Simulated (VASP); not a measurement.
Data:

```
CELL_PARAMETERS angstrom
      1.73621    -3.00720     0.00000
      1.73621     3.00720     0.00000
      0.00000     0.00000    13.70969
ATOMIC_POSITIONS crystal
  Te 0.33333 0.66667 0.88130
  Te 0.66667 0.33333 0.38130
  Te 0.66667 0.33333 0.11870
  Te 0.33333 0.66667 0.61870
  Mo 0.33333 0.66667 0.25000
  Mo 0.66667 0.33333 0.75000
```

Level of theory: LDA (Ceperley-Alder, Perdew-Zunger), VASP's LDA PAW potentials (set 64) (plane waves; VASP 6.6.1). Run with 400 eV cut-off, 17×17×4 Γ-centred mesh, Gaussian smearing of 0.010 eV, potentials Te Mo_sv.

**Question.** Predict the energy per atom (σ→0).

**Answer.** 
```yaml
energy per atom (σ→0): -6.877 eV/atom
```

The absolute energy has meaning only against runs of the same code, potentials and settings.

The compound is MoTe2 in the 2H layered structure. It was relaxed first.
